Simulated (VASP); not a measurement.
Calculation: HSE06 screened hybrid, VASP's PBE PAW potentials (set 64) (plane waves; VASP).

A VASP calculation is set up with these files.

**INCAR**
```
SYSTEM = C64N
PREC = Normal; ENCUT = 400; LREAL = Auto
LASPH = .True.; ISYM = 0
EDIFF = 1E-5; NELM = 50; NELMIN = 4
ALGO = Normal
ISMEAR = 0; SIGMA = 0.05
GGA = PE; LHFCALC = .True.; AEXX = 0.25
HFSCREEN = 0.2; PRECFOCK = Fast
ISPIN = 2; MAGMOM = 65*0.0154; NUPDOWN = 1
ISIF = 0
LWAVE = .False.; LCHARG = .False.; LORBIT = 10
```

### KPOINTS
```
Automatic mesh
0
Gamma
1 1 1
0 0 0
```

File POSCAR:
```
C64N
1
    7.1465551590     0.0000000000     0.0000000000
    0.0000000000     7.1465551590     0.0000000000
    0.0000000000     0.0000000000     7.1465551590
C N
64 1
Direct
  0.5020323327   0.9990871957   0.9992066065
  0.6290720732   0.1221087099   0.1222561751
  0.7499430839   0.2490677626   0.9949765495
  0.8668563205   0.3732355831   0.1177364981
  0.7499200706   0.9948061905   0.2492375224
  0.8668185842   0.1175500081   0.3734110093
  0.0035841293   0.9999474911   0.0001225298
  0.1250363564   0.1283528376   0.1285005391
  0.2527421560   0.2518276262   0.0013478653
  0.3896461934   0.3753797791   0.1174196025
  0.5066078628   0.4996428991   0.9948406059
  0.6273430306   0.6265444684   0.1223732493
  0.7542999099   0.7495807163   0.9992990978
  0.8790413280   0.8729888357   0.1247006619
  0.2527688598   0.0012041644   0.2519594955
  0.3896537258   0.1173015178   0.3754902531
  0.5090315209   0.2470263145   0.2471495363
  0.6285182260   0.3743623170   0.3744987612
  0.7476692927   0.5015949878   0.2472854938
  0.8668017030   0.6311874914   0.3756815780
  0.5065920404   0.9946876033   0.4997705053
  0.6273181336   0.1222308941   0.6266828005
  0.7476347914   0.2471214635   0.5017492514
  0.8667487984   0.3754924287   0.6313959297
  0.7542931575   0.9991611982   0.7497331548
  0.8790434369   0.1245222522   0.8731702865
  0.0033867263   0.4966584959   0.0012923025
  0.1306151138   0.6191492247   0.1297327880
  0.2532294700   0.7481294229   0.0007386915
  0.3774232482   0.8756667153   0.1248341404
  0.9739570719   0.2423719819   0.2425735408
  0.0414463482   0.3744003524   0.3746400975
  0.2844427637   0.5037047149   0.2451773412
  0.3896987903   0.6315001556   0.3734605636
  0.5066339355   0.7541032331   0.2492429302
  0.6282532158   0.8744046351   0.3744971758
  0.0033759392   0.0011285188   0.4968177062
  0.1305844557   0.1296280482   0.6192617629
  0.2844531438   0.2451228218   0.5037749964
  0.3896812831   0.3733798880   0.6316030381
  0.5090355581   0.5017335813   0.5018449040
  0.6290225984   0.6266503975   0.6267829331
  0.7498858245   0.7539547487   0.4997944027
  0.8790521476   0.8757387109   0.6243641475
  0.2531969147   0.0006208731   0.7482391259
  0.3773953163   0.1247250543   0.8757892067
  0.5066155459   0.2491404668   0.7542197857
  0.6282555326   0.3743693929   0.8745690466
  0.7498695635   0.4996522199   0.7541274806
  0.8790477209   0.6241806558   0.8759239149
  0.0033799510   0.7475965018   0.2522219531
  0.1282037433   0.8743642877   0.3745135336
  0.9738138972   0.5063897365   0.5066292968
  0.1249893138   0.6203921570   0.6205807877
  0.2527288390   0.7475048211   0.4970450417
  0.3773678869   0.8730849192   0.6241471996
  0.0033427349   0.2520494837   0.7477719549
  0.1281815167   0.3743723149   0.8745070522
  0.2527367910   0.4969212535   0.7476655883
  0.3773946760   0.6240341923   0.8732255971
  0.5019903456   0.7496991287   0.7498108020
  0.6281543319   0.8743944959   0.8745042178
  0.0035972366   0.7487536612   0.7489456635
  0.1280920359   0.8743636816   0.8745032527
  0.2196183543   0.3746653187   0.3747254773
```

POTCAR, in this order: C N (PBE.64 set). Program: vasp_gam. Read from the step before: WAVECAR.

The run wrote:

OSZICAR:
```
       N       E                     dE             d eps       ncg     rms          rms(c)
DAV:   1    -0.672535701302E+03   -0.67254E+03   -0.84817E+00   656   0.808E+00    0.407E+00
DAV:   2    -0.672564304163E+03   -0.28603E-01   -0.14405E-01   744   0.949E-01    0.245E+00
DAV:   3    -0.672547036172E+03    0.17268E-01   -0.16407E-02   744   0.355E-01    0.133E+00
DAV:   4    -0.672542290677E+03    0.47455E-02   -0.53009E-03   720   0.195E-01    0.705E-01
DAV:   5    -0.672540950847E+03    0.13398E-02   -0.99577E-04   712   0.856E-02    0.383E-01
DAV:   6    -0.672540554456E+03    0.39639E-03   -0.26968E-04   704   0.465E-02    0.205E-01
DAV:   7    -0.672540441668E+03    0.11279E-03   -0.72040E-05   712   0.245E-02    0.110E-01
DAV:   8    -0.672540408163E+03    0.33505E-04   -0.14970E-05   416   0.121E-02    0.617E-02
DAV:   9    -0.672540398465E+03    0.96981E-05   -0.63511E-06   416   0.854E-03
   1 F= -.67254040E+03 E0= -.67254040E+03  d E =-.120535E-10  mag=     1.0000
```

OUTCAR:
```
------------------------ aborting loop because EDIFF is reached ----------------------------------------
  volume of cell :      365.00
      direct lattice vectors                 reciprocal lattice vectors
     7.146555159  0.000000000  0.000000000     0.139927556  0.000000000  0.000000000
     0.000000000  7.146555159  0.000000000     0.000000000  0.139927556  0.000000000
     0.000000000  0.000000000  7.146555159     0.000000000  0.000000000  0.139927556
 POSITION                                       TOTAL-FORCE (eV/Angst)
 -----------------------------------------------------------------------------------
      3.58780      7.14003      7.14089        -0.000206      0.002332      0.001777
      4.49570      0.87266      0.87371         0.010032      0.015639      0.013635
      5.35951      1.77998      7.11065        -0.009916      0.023954     -0.004399
      6.19504      2.66735      0.84141         0.025532     -0.060909      0.029231
      5.35935      7.10944      1.78119        -0.006314     -0.003097      0.020088
      6.19477      0.84008      2.66860         0.029892      0.030181     -0.063134
      0.02561      7.14618      0.00088         0.004517      0.004257      0.001085
      0.89358      0.91728      0.91834        -0.018775     -0.007524     -0.003911
      1.80624      1.79970      0.00963         0.013484     -0.009826     -0.007607
      2.78463      2.68267      0.83915        -0.001824      0.047216      0.050947
      3.62050      3.57073      7.10968        -0.006492     -0.018024      0.007881
      4.48334      4.47763      0.87455        -0.002209     -0.010336      0.007828
      5.39065      5.35692      7.14155        -0.007838     -0.001225      0.003354
      6.28212      6.23886      0.89118        -0.001510      0.001240      0.002993
      1.80643      0.00861      1.80064         0.010610     -0.006896     -0.008895
      2.78468      0.83830      2.68346        -0.002873      0.050927      0.050919
      3.63782      1.76539      1.76627        -0.039131      0.006675      0.006255
      4.49174      2.67540      2.67638        -0.009175      0.002456      0.004621
      5.34326      3.58468      1.76724         0.025745     -0.002267      0.003354
      6.19465      4.51082      2.68483         0.026038     -0.028543      0.059494
      3.62039      7.10859      3.57164        -0.007726      0.011191     -0.018715
      4.48316      0.87353      4.47862        -0.001906      0.006708     -0.009436
      5.34301      1.76607      3.58578         0.028457      0.005884     -0.002535
      6.19427      2.68348      4.51231         0.029749      0.062318     -0.033779
      5.39060      7.14056      5.35801        -0.005836     -0.001791     -0.000289
      6.28213      0.88991      6.24016        -0.001644      0.005686     -0.002503
      0.02420      3.54940      0.00924        -0.024249      0.010296     -0.009897
      0.93345      4.42478      0.92714         0.050692      0.022138     -0.022161
      1.80972      5.34655      0.00528        -0.018463      0.004623     -0.000962
      2.69728      6.25800      0.89213         0.003968     -0.003393      0.011565
      6.96044      1.73212      1.73357        -0.094052      0.044635      0.040178
      0.29620      2.67567      2.67739         0.330093      0.000828     -0.005990
      2.03279      3.59975      1.75217        -0.001335     -0.113849      0.114765
      2.78500      4.51305      2.66896        -0.006947     -0.054599     -0.045803
      3.62069      5.38924      1.78123        -0.005159     -0.008116      0.019482
      4.48985      6.24898      2.67636         0.004358     -0.001940      0.006314
      0.02413      0.00807      3.55054        -0.023514     -0.009140      0.008382
      0.93323      0.92639      4.42559         0.053530     -0.025245      0.023716
      2.03286      1.75178      3.60026        -0.004393      0.104541     -0.107409
      2.78488      2.66838      4.51379        -0.001465     -0.050897     -0.050205
      3.63785      3.58567      3.58646        -0.039673     -0.002951     -0.002443
      4.49534      4.47839      4.47934         0.017397     -0.011608     -0.011477
      5.35910      5.38818      3.57181        -0.004601      0.005031     -0.017908
      6.28219      6.25852      4.46205        -0.004921     -0.001931     -0.006310
      1.80949      0.00444      5.34733        -0.014366     -0.001093      0.006175
      2.69708      0.89135      6.25888         0.006252      0.007578     -0.004009
      3.62056      1.78050      5.39007        -0.005642      0.016764     -0.004624
      4.48986      2.67545      6.25016         0.003089      0.000856     -0.003078
      5.35898      3.57079      5.38941        -0.004908     -0.019933      0.003120
      6.28216      4.46074      6.25984        -0.004769     -0.000380     -0.006286
      0.02416      5.34274      1.80252        -0.021719      0.009172     -0.008965
      0.91622      6.24869      2.67648        -0.005030      0.001129     -0.001619
      6.95941      3.61894      3.62065        -0.089481     -0.041570     -0.049852
      0.89324      4.43367      4.43501        -0.016205      0.003964      0.000602
      1.80614      5.34208      3.55216         0.012685      0.014049      0.007623
      2.69688      6.23955      4.46050         0.008799      0.004928     -0.007725
      0.02389      1.80129      5.34399        -0.017932     -0.004330      0.006240
      0.91606      2.67547      6.24971        -0.000503     -0.002689      0.002639
      1.80620      3.55128      5.34323         0.012202      0.004803      0.011593
      2.69707      4.45969      6.24055         0.006265     -0.010079      0.003084
      3.58750      5.35777      5.35856         0.002628     -0.006388     -0.002620
      4.48914      6.24891      6.24969         0.002238     -0.005424      0.001097
      0.02571      5.35101      5.35238        -0.000511      0.004046     -0.000001
      0.91542      6.24869      6.24969         0.009480      0.002980      0.004405
      1.56951      2.67757      2.67800        -0.194517     -0.013034     -0.009893
 -----------------------------------------------------------------------------------
    total drift:                               -0.133604      0.034159      0.027553
  FREE ENERGIE OF THE ION-ELECTRON SYSTEM (eV)
  ---------------------------------------------------
  free  energy   TOTEN  =      -672.5403984648 eV

  energy  without entropy=     -672.5403984648  energy(sigma->0) =     -672.54039846

  exchange ACFDT corr.  =         0.00000000  see jH, gK, PRB 81, 115126

 total charge

# of ion       s       p       d       tot
------------------------------------------
    1        0.831   1.759   0.000   2.590
    2        0.833   1.765   0.000   2.598
    3        0.839   1.786   0.000   2.625
    4        0.839   1.779   0.000   2.618
    5        0.839   1.786   0.000   2.625
    6        0.839   1.779   0.000   2.618
    7        0.828   1.739   0.000   2.567
    8        0.825   1.711   0.000   2.536
    9        0.827   1.735   0.000   2.562
   10        0.841   1.785   0.000   2.627
   11        0.839   1.787   0.000   2.626
   12        0.833   1.764   0.000   2.597
   13        0.831   1.759   0.000   2.590
   14        0.829   1.746   0.000   2.576
   15        0.827   1.735   0.000   2.562
   16        0.841   1.785   0.000   2.627
   17        0.834   1.755   0.000   2.589
   18        0.830   1.761   0.000   2.591
   19        0.834   1.757   0.000   2.591
   20        0.839   1.779   0.000   2.618
   21        0.839   1.787   0.000   2.626
   22        0.833   1.764   0.000   2.597
   23        0.834   1.757   0.000   2.591
...
```
(Selected blocks of OUTCAR.)

OUTCAR:
```
 val. band max:        9.7786002548   @ k =   0.0000   0.0000   0.0000

 cond. band min:      12.9902856150   @ k =   0.0000   0.0000   0.0000


 Fermi energy:        10.0075409523

 spin component 1

 k-point     1 :       0.0000    0.0000    0.0000
  band No.  band energies     occupation
      1     -15.1644      1.00000
      2     -13.6526      1.00000
      3     -12.2361      1.00000
      4     -12.0100      1.00000
      5     -11.9815      1.00000
      6     -11.9185      1.00000
      7     -11.8898      1.00000
      8     -10.8193      1.00000
      9     -10.1121      1.00000
     10      -9.8956      1.00000
     11      -9.7736      1.00000
     12      -9.6511      1.00000
     13      -9.6185      1.00000
     14      -9.5695      1.00000
     15      -9.5683      1.00000
     16      -9.5524      1.00000
     17      -9.4533      1.00000
     18      -9.4423      1.00000
     19      -9.3719      1.00000
     20      -8.4807      1.00000
     21      -8.3363      1.00000
     22      -8.2746      1.00000
     23      -8.1322      1.00000
     24      -6.5718      1.00000
     25      -6.1725      1.00000
     26      -5.6344      1.00000
     27      -5.4669      1.00000
     28      -5.2624      1.00000
     29      -5.2148      1.00000
     30      -5.0950      1.00000
     31      -5.0174      1.00000
     32      -5.0133      1.00000
     33      -4.9637      1.00000
     34      -4.5937      1.00000
     35      -4.5215      1.00000
     36      -4.4366      1.00000
     37      -4.2895      1.00000
     38      -4.2390      1.00000
     39      -4.2309      1.00000
     40      -4.1535      1.00000
     41      -4.1404      1.00000
     42      -4.0943      1.00000
     43      -4.0330      1.00000
     44      -3.9548      1.00000
     45      -3.9301      1.00000
     46      -1.9355      1.00000
     47      -1.6748      1.00000
     48      -1.2567      1.00000
     49      -0.8805      1.00000
...
```

The supercell is sampled at Γ alone, which is coarse: total energies, pressure and levels can be off, energies of defects by several tenths of an eV.

The cell is a supercell with a defect, built from C (diamond): N_i. The cell's shape comes from a PBE relaxation.
